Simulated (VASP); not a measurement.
Energy against volume of In (bct). Level of theory: PBE GGA, VASP's PBE PAW potentials (set 64) (plane waves; VASP 6.6.1). Numerical set-up: 520 eV cut-off, 16×16×16 Γ-centred mesh, first-order Methfessel-Paxton smearing of 0.10 eV, potentials In_d.

Shape and ions are relaxed at each volume.

```json
[
 {"V (Å³/atom)": "25.715", "E (eV/atom)": "-2.54664"},
 {"V (Å³/atom)": "26.536", "E (eV/atom)": "-2.55697"},
 {"V (Å³/atom)": "27.357", "E (eV/atom)": "-2.56060"},
 {"V (Å³/atom)": "28.177", "E (eV/atom)": "-2.55873"}
]
```

Task: Fit these four points and predict the energy of the run at 28.998 Å³/atom.

Result: A cubic in V^(−2/3), the third-order Birch-Murnaghan form, passes through the four points with V0 = 27.46 Å³/atom and B0 = 35 GPa, and gives -2.5523 eV/atom there. The run gave -2.5523 eV/atom, +0.1 meV/atom from the fit; all five points give B0 = 35 GPa.

The compound is In in the bct structure. It was relaxed first, which changed the volume by +5 %.
